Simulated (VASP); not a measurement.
An input for Ansatz (written as the equivalent of a VASP run, and not itself run):

Ansatz 0.2 input:
```yaml
crystal:
  lattice:
    - [3.5498130, 0.0000000, 0.0000000]
    - [-1.7749060, 3.0742280, 0.0000000]
    - [0.0000000, 0.0000000, 6.3355700]
  atoms:
    - { symbol: Ti, position: [0.0000000, 0.0000000, 0.0000000] }
    - { symbol: Se, position: [0.3333330, 0.6666670, 0.2399300] }
    - { symbol: Se, position: [0.6666670, 0.3333330, 0.7600700] }
kpoints:
  mp_grid: { grid: [11, 11, 5] }
hamiltonian:
  xc: pbe
  pseudopotentials: { kind: paw }
scf:
  occupations: { method: gaussian, width: 0.1 }
  max_iter: 100
output: { forces: true, stress: true, eigenvalues: true }
```

Question: Write the VASP files for the same calculation (PBE).

Answer: One answer among several that fit: 
File KPOINTS:
```
Automatic mesh
0
Gamma
11 11 5
0 0 0
```

INCAR:
```
LREAL = .FALSE.   ! projection in real space or not
LMAXMIX = 4   ! l cut-off of mixed one-centre charges
LWAVE = .FALSE.
SYSTEM = TiSe2
ISMEAR = 0
LCHARG = .FALSE.
ISIF = 2
NELM = 100   ! most electronic steps
SIGMA = 0.1   ! width (eV)
GGA = PE   ! PBE
ENCUT = 300
ALGO = Normal   ! blocked Davidson
EDIFF = 1E-6
LASPH = .TRUE.   ! aspherical one-centre terms
PREC = Accurate
```

POSCAR:
```
TiSe2
3.5498130
  1.0000000000   0.0000000000   0.0000000000
 -0.4999998591   0.8660253371   0.0000000000
  0.0000000000   0.0000000000   1.7847616198
Ti Se
1 2
Cart
  0.0000000000   0.0000000000   0.0000000000
 -0.0000004061   0.5773505134   0.4282178554
  0.5000005470   0.2886748237   1.3565437644
```

POTCAR, in this order: Ti_sv Se (PBE.64 set). Program: vasp_std.

What does not carry over: each code has its own PAW files, so the cut-off isn't converted (ENCUT is set for VASP's; basis.ecutwfc is left out, and Ansatz then takes the one that its files recommend); Ansatz stops its SCF on the density residual and VASP on the energy change (EDIFF).

The structure comes from a computed database's TiSe2 entry; how it stands against other phases isn't given here. The cell was not relaxed at this level.
